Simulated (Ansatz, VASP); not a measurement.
# YSb: VASP beside Ansatz, part 2 of 2

Wanted: the spread between two codes on one cell, functional and k mesh. The cell is taken from a series of runs on this material, whose earlier steps may have relaxed, scaled, displaced or heated it; both programs get it as it stands.

VASP 6.6.1 and Ansatz 0.2.0.

So far: The structure; VASP: zone-centre phonons, PBEsol.

## (3) Ansatz: zone-centre phonons, PBEsol

Level of this step: Ansatz beside VASP: Kohn-Sham DFT, plane waves, PBEsol (Ansatz).

Ansatz runs on its default PAW (the set named soft_2) files.

The same cell, functional, mesh and smearing now go to Ansatz, which takes its cutoff from its data sets.

The input, input.yaml:

```yaml
crystal:
  lattice:
    - [0.0, 3.0591781803, 3.0591781803]
    - [3.0591781803, 0.0, 3.0591781803]
    - [3.0591781803, 3.0591781803, 0.0]
  atoms:
    - { symbol: "Y", position: [0.5, 0.5, 0.5] }
    - { symbol: Sb, position: [0.0, 0.0, 0.0] }
kpoints:
  mp_grid: { grid: [16, 16, 16] }
hamiltonian:
  xc: pbesol
scf:
  occupations: { method: fermi_dirac, width: 0.1 }
output:
  eigenvalues: true
phonons:
  method: dfpt
  qpoints:
    - [0, 0, 0]
    - [0.0625, 0.0, 0.0625]
    - [0.1875, 0.0, 0.1875]
    - [0.3125, 0.0, 0.3125]
    - [0.4375, 0.0, 0.4375]
```

The run is started by

```sh
$ ansatz run input.yaml --threads 4 --pin off --max-ram 8192MiB --backend cpu --events-out ev --progress --plain --runs-dir out
```

Numbers of over 12 decimals in the logs are rounded to 6 here.

The program printed:

```text
Engine: ansatz 0.2.0, aarch64-unknown-linux-gnu
Pseudopotentials: kind: paw
Pseudopotential: Y, paw, valence charge 11, recommended cutoff 420 eV (normal), Y.paw.azcp
Pseudopotential: Sb, paw, valence charge 15, recommended cutoff 420 eV (normal), Sb.paw.azcp
Functional definition: PBEsol
  exchange = pbesol_x
  correlation = pbesol_c
Crystal: 2 atoms, lattice volume = 57.259 Å³
Basis set: ecut = 420 eV, 1139 PW (Γ), exchange–correlation on 60×60×60 points (8 copies of the dense FFT grid, shifted against one another)
Bands: 17, of which v1, the nominal top of the filled ones, is band 13 counted from 1 (12 counted from 0)
Symmetry: 48 space group operations
k-points: 145 of 4096
Non-local potential: Y, projectors of the file, l = 0: 3, l = 1: 2, l = 2: 2, l = 3: 1
Non-local potential: Sb, projectors of the file, l = 0: 2, l = 1: 2, l = 2: 2, l = 3: 2
PAW form: soft (Blöchl's): semilocal exchange-correlation on the pseudo side does not see the compensation charge
PAW frozen core: Y, regenerated for the run's functional, and the local potential with it (the file was generated under x = pbe(κ = 0.804, μ = 0.219515), c = pbe(β = 0.066725))
PAW frozen core: Sb, regenerated for the run's functional, and the local potential with it (the file was generated under x = pbe(κ = 0.804, μ = 0.219515), c = pbe(β = 0.066725))
PAW one-centre angular grid: Y, 590 points (default); XC on 64 Gauss nodes
PAW one-centre angular grid: Sb, 590 points (default); XC on 64 Gauss nodes
Initial density: superposition of atomic densities (neutral atoms: chi_scale 0, normalization atom), corrected by the library's trained network
Initial wavefunctions: pseudopotential atomic-orbital guess
Functional: x = pbesol(κ = 0.804, μ = 0.123457), c = pbesol(β = 0.046)
SCF iter   1: F=—  HF=-10205.585848 eV  |F-HF|=—  |Δ(HF+E_count)|=         —  Δρ=2.33e-3  dr2=2.24e-3  ethr=1.77e-3  ⟨swp⟩=6.0  Hψ=12257  notcnv=0
preconditioner: auto → Kerker (q_TF=auto, 2.392 Å⁻¹)  [metal: Δε(μ)=0.022 eV  Ē_g=6.555 eV  σ=0.100 eV  W_gap=0.06  n_scr=14 (ndim 8)  ℏωp=13.9 eV  f_vac=0.000  D(μ)=0.32/eV (n_scr^D=0)]
SCF iter   2: F=—  HF=-10205.584073 eV  |F-HF|=—  |Δ(HF+E_count)|=   1.77e-3  Δρ=1.40e-3  dr2=8.66e-4  ethr=8.62e-6  ⟨swp⟩=2.4  Hψ=5047  notcnv=0
SCF iter   3: F=—  HF=-10205.583894 eV  |F-HF|=—  |Δ(HF+E_count)|=   1.79e-4  Δρ=4.32e-4  dr2=6.76e-5  ethr=3.33e-6  ⟨swp⟩=2.0  Hψ=4207  notcnv=0
SCF iter   4: F=—  HF=-10205.583855 eV  |F-HF|=—  |Δ(HF+E_count)|=   3.95e-5  Δρ=1.49e-4  dr2=1.96e-5  ethr=2.60e-7  ⟨swp⟩=2.0  Hψ=4196  notcnv=0
SCF iter   5: F=—  HF=-10205.583852 eV  |F-HF|=—  |Δ(HF+E_count)|=   3.21e-6  Δρ=4.74e-5  dr2=1.82e-6  ethr=7.53e-8  ⟨swp⟩=2.5  Hψ=3612  notcnv=0
SCF iter   6: F=—  HF=-10205.583852 eV  |F-HF|=—  |Δ(HF+E_count)|=   2.64e-7  Δρ=2.11e-5  dr2=1.81e-7  ethr=6.99e-9  ⟨swp⟩=2.0  Hψ=3011  notcnv=0
SCF iter   7: F=—  HF=-10205.583852 eV  |F-HF|=—  |Δ(HF+E_count)|=   5.91e-8  Δρ=2.80e-6  dr2=3.60e-9  ethr=6.96e-10  ⟨swp⟩=2.0  Hψ=4199  notcnv=0
SCF iter   8: F=—  HF=-10205.583852 eV  |F-HF|=—  |Δ(HF+E_count)|=  4.71e-10  Δρ=1.33e-6  dr2=6.49e-10  ethr=1.39e-11  ⟨swp⟩=2.7  Hψ=3975  notcnv=0
SCF iter   9: F=—  HF=-10205.583852 eV  |F-HF|=—  |Δ(HF+E_count)|=  3.15e-10  Δρ=1.78e-7  dr2=1.14e-11  ethr=2.49e-12  ⟨swp⟩=2.0  Hψ=4202  notcnv=0
SCF iter  10: F=-10205.583852 eV  HF=-10205.583852 eV  |F-HF|=3.64e-12  |Δ(HF+E_count)|=  9.09e-12  Δρ=6.95e-9  dr2=2.62e-14  ethr=1.00e-12  ⟨swp⟩=5.8  Hψ=9540  notcnv=0
SCF 1 converged in 10 iterations: F = -10205.583852 eV  dr2 = 2.62e-14
  greatest PAW one-centre occupation: 0.996 electrons in one spin orbital (limit 2), on the Sb atom at site 1 (counted from 0), in its partial waves of l = 2
NSCF: frozen V_eff on 145 k-points
WARN: eigensolver did not converge in 5 slots of this pass, the one above among them; of largest residual over every band (k=61): 1 band(s) unlocked (lowest unlocked band 16, counted from 0; max residual 6.48e-5 eV among the unlocked bands, 6.48e-5 eV over every band); of lowest unlocked band (k=32): band 16
NSCF: frozen V_eff on 349 k-points
DFPT response loops at q = (0, 0, 0) (fractional): preconditioner auto → Kerker (q_TF=auto, 2.392 Å⁻¹) (partly filled bands, converged f_vac=0.000); β = 1.00, the filter's whole step (`scf.mixing.beta` (0.50) is not read by the response loops under this deck's `scf.mixing.preconditioner`; to damp them name `kerker` or `kerker_dos`, under which they read `scf.mixing.beta`, and type it under 1.00, their step now; both keys bind the ground state too); Broyden in place of MSR1
NSCF: frozen V_eff on 2320 k-points
DFPT response loops at q = (0.0625, 0, 0.0625) (fractional): mixed as the last ones told, above
NSCF: frozen V_eff on 2320 k-points
DFPT response loops at q = (0.1875, 0, 0.1875) (fractional): mixed as the last ones told, above
NSCF: frozen V_eff on 2320 k-points
DFPT response loops at q = (0.3125, 0, 0.3125) (fractional): mixed as the last ones told, above
NSCF: frozen V_eff on 2320 k-points
DFPT response loops at q = (0.4375, 0, 0.4375) (fractional): mixed as the last ones told, above
SCF converged after 10 iterations
Free energy (F): -10205.583852 eV
Harris-Foulkes:  -10205.583852 eV  (|F-HF|=3.64e-12)
Internal energy: -10205.573197 eV  (E = F + TS)
E sigma→0 (E₀):  -10205.578525 eV
Entropy (-TS):   -0.010655 eV (-5.327 meV/atom)
Fermi energy:    10.340158 eV
--- Per-component energies (eV) ---
  E_band       = -262.032617
  E_kinetic    = 514.730546
  E_local      = -2179.303957  (includes V_loc(G=0)·N_el)
  E_nonlocal   = 416.583031
  E_hartree    = 917.311743
  E_xc         = -310.632647
  E_vxc        = -296.784168  (∫ρ·V_xc dr)
  E_paw        = -7274.802573  (= ΣΔE_a)
  E_vpaw       = -551.881557  (= ΣTr[D̂ρ^β])
  E_aug_tail   = 0.000001  (compensation charges beyond the density's cutoff)
  E_ewald      = -2289.939971
  E_core_change = 0.480630  (= ΣΔE_core)
  E_smearing   = -0.010655  (= −TS)
  E_closure    = 0.000000  (closes the sum)
  Σ components = -10205.583852   (vs F -10205.583852, Δ=0.00e0)
--- Band table (eV; the first three rows and the last of 145) ---
  k-point 0: bands = [... 9 lower, 0.3364, 11.1330, 11.1330, 11.1330, 11.4140, 11.4140, 11.4140, 12.0819]
  k-point 1: bands = [... 9 lower, 0.3800, 10.5418, 10.7419, 10.7419, 11.5308, 11.5308, 11.7327, 12.4685]
  k-point 2: bands = [... 9 lower, 0.5081, 9.6903, 10.1955, 10.1955, 11.6842, 11.6842, 11.9329, 13.1936]
  k-point 144: bands = [... 9 lower, 1.7769, 7.8709, 7.8709, 8.0522, 12.7166, 12.7166, 13.2197, 14.0165]
--- Phonons (Γ-DFPT): 2 representative perturbations + reference (Σ response iterations 6) ---
  ASR residual: 5.995e-5 → 0.000e0 eV/Å²; symmetrization residual: 7.477e-6 eV/Å²
  ASR residual per site (eV/Å²): 5.99e-5 3.77e-6
  Γ frequencies (cm⁻¹): 0.00 0.00 0.00 169.21 169.21 169.21
  non-analytic LO–TO correction: not included (Born effective charges unavailable; polar crystals: no LO–TO splitting at Γ)
--- Phonons (arbitrary-q DFPT): 5 explicit q-points ---
  q = [0, 0, 0] (of the zone-centre solve; hermiticity 2.76e-6, symmetrization 1.02e-12): -0.00 0.00 0.00 169.21 169.21 169.21
  q = [0.0625, 0, 0.0625] (4 solved perturbations in 3616 linear systems a pass and spin channel, the states on 1160 of 4096 k-point pairs; hermiticity 2.67e-6, symmetrization 4.65e-11): 12.99 12.99 34.68 166.02 168.91 168.91
  q = [0.1875, 0, 0.1875] (4 solved perturbations in 3616 linear systems a pass and spin channel, the states on 1160 of 4096 k-point pairs; hermiticity 1.57e-5, symmetrization 3.93e-11): 35.64 35.64 97.36 160.52 169.24 169.24
  q = [0.3125, 0, 0.3125] (4 solved perturbations in 3616 linear systems a pass and spin channel, the states on 1160 of 4096 k-point pairs; hermiticity 1.74e-5, symmetrization 5.59e-11): 52.89 52.89 124.51 146.29 168.27 168.27
  q = [0.4375, 0, 0.4375] (4 solved perturbations in 3616 linear systems a pass and spin channel, the states on 1160 of 4096 k-point pairs; hermiticity 1.33e-5, symmetrization 2.77e-11): 62.71 62.71 81.82 164.37 164.37 171.01
  sum rule: each row above includes the acoustic sum rule's correction from the zone centre's row sums; it moved no ω² by more than (0.43 cm⁻¹)²
```

Reading the cycles: dr2 is the Hartree energy of the density residual (eV), the measure of convergence; HF is the Harris–Foulkes estimate of the energy, which meets the free energy F at convergence.

## (4) Comparison

Known differences besides the potentials themselves: the data sets hold 26 valence electrons in Ansatz (on its default PAW (the set named soft_2) files) and 16 in VASP; the cutoff is 420 eV in Ansatz and 500 eV in VASP; Ansatz makes its cores anew for this functional, VASP keeps those of its PBE data sets. Total energies have different zeros and are not compared.

Both answers:

| quantity | Ansatz | VASP | difference |
| --- | --- | --- | --- |
| optical mode 1 to 3 (cm⁻¹) | 169.2 | 169.7 | -0.26 % |

Modes are paired by rising frequency, not by their patterns, so a pair may set unlike modes beside each other; they are those without the splitting of longitudinal modes.

## (5) Outcome

```yaml
r_m_s_difference_of_the_optical_zone_centre_modes_each_program_s_sorted_by_frequency_zone_centre_phonons_pbesol: 0.44 cm⁻¹
```

In words: The r.m.s. difference of the optical zone-centre modes, each program's sorted by frequency is 0.44 cm⁻¹ (zone-centre phonons, PBEsol). The data sets hold unlike numbers of valence electrons (26 in Ansatz and 16 in VASP), so part of the differences comes from the potentials. Such differences can come from data sets, numerical settings and the points named under the comparisons, not from the functional's error against experiment.

[Lines on the potential files, build, host, timing and source positions are cut from VASP's logs without a mark.]

[Logs are printed without paths, hosts, clocks, repeated set-up lines and the standing remarks that a program may print on its own settings, such as how far it seeks lower states.]

[Hosts, paths, dates, database ids (printed as entryN), source tags and the programs' standing remarks are cut or masked in the printed files.]
